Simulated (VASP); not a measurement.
PbSe (rock salt), at 0.96 of the tabulated volume:

```xyz
2
Lattice="0.0000 3.0186 3.0186 3.0186 0.0000 3.0186 3.0186 3.0186 0.0000" Properties=species:S:1:pos:R:3 pbc="T T T"
Pb     0.0000     0.0000     0.0000
Se     3.0186     3.0186     3.0186
```

The highest filled band near L, direction along the valley's axis, from mBJ (TB09) with spin-orbit coupling in VASP (PAW); its two spin partners are averaged. The gap over the points computed is 0.22 eV, and the next band on that side lies 1.81 eV away at the edge.

Settings: 400 eV cut-off, 9×9×9 Γ-centred mesh, Gaussian smearing of 0.050 eV, potentials Pb_d Se.

```csv
distance from the edge in k (1/Å),distance in energy (meV)
0.012,4.5
0.018,9.8
0.025,18.2
0.035,33.5
0.050,61.3
0.070,103.7
```

**Question.** Fit E(1 + αE) = ħ²k²/2m* (ħ²/2m0 = 3.810 eV Å²) and predict the row at 0.095 1/Å.

**Answer.** Least squares on the energies gives the hole mass m* = 0.120 m0 and α = 4.82 per eV, and so 161.2 meV. The run gave 161.1 meV, -0.1 meV from the fit.

Left out are points under 3 meV from the edge, since the levels carry 0.1 meV, and points farther than half the way to the next band.

The compound is PbSe in the rock salt structure. The cell was not relaxed at this level.
